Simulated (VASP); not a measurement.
VASP input:

### KPOINTS
```
Automatic mesh
0
Gamma
6 6 4
0 0 0
```

**INCAR**
```
SYSTEM = PtSe2
PREC = Accurate
ENCUT = 520
EDIFF = 1E-6
NELM = 100
ALGO = Normal
LREAL = .FALSE.
LASPH = .TRUE.
ISMEAR = 0
SIGMA = 0.05
METAGGA = R2SCAN
LMIXTAU = .TRUE.
LMAXMIX = 6
LWAVE = .FALSE.
LCHARG = .FALSE.
IBRION = 2
ISIF = 3
NSW = 60
EDIFFG = -0.02
```

POSCAR:
```
PtSe2
1
    1.8597288885    -3.2211451642    -0.0000000000
    1.8597288885     3.2211451642     0.0000000000
   -0.0000000000    -0.0000000000     5.7451140044
Pt Se
1 2
Direct
  0.0000000000   0.0000000000   0.0000000000
  0.3333330000   0.6666670000   0.2282801291
  0.6666670000   0.3333330000   0.7717198709
```

POTCAR, in this order: Pt Se (PBE.64 set). Program: vasp_std.

Write an equivalent input for Ansatz.

One equivalent input (not run):
Ansatz 0.2 input:
```yaml
crystal:
  lattice:
    - [1.8597289, -3.2211452, 0.0000000]
    - [1.8597289, 3.2211452, 0.0000000]
    - [0.0000000, 0.0000000, 5.7451140]
  atoms:
    - { symbol: Pt, position: [0.0000000, 0.0000000, 0.0000000] }
    - { symbol: Se, position: [0.3333330, 0.6666670, 0.2282801] }
    - { symbol: Se, position: [0.6666670, 0.3333330, 0.7717199] }
kpoints:
  mp_grid: { grid: [6, 6, 4] }
hamiltonian:
  xc: r2scan
  pseudopotentials: { kind: paw }
scf:
  occupations: { method: gaussian, width: 0.05 }
  max_iter: 100
relax:
  max_steps: 60
  f_tol: 0.02
  cell: {}
output: { forces: true, stress: true, eigenvalues: true }
```
Limits of the translation: each code has its own PAW files, so the cut-off isn't converted (ENCUT is set for VASP's; basis.ecutwfc is left out, and Ansatz then takes the one that its files recommend); Ansatz stops its SCF on the density residual and VASP on the energy change (EDIFF).

The compound is PtSe2 in the 1T layered structure. It was relaxed first, which changed the volume by +12 %. The start is the result of an earlier pass.
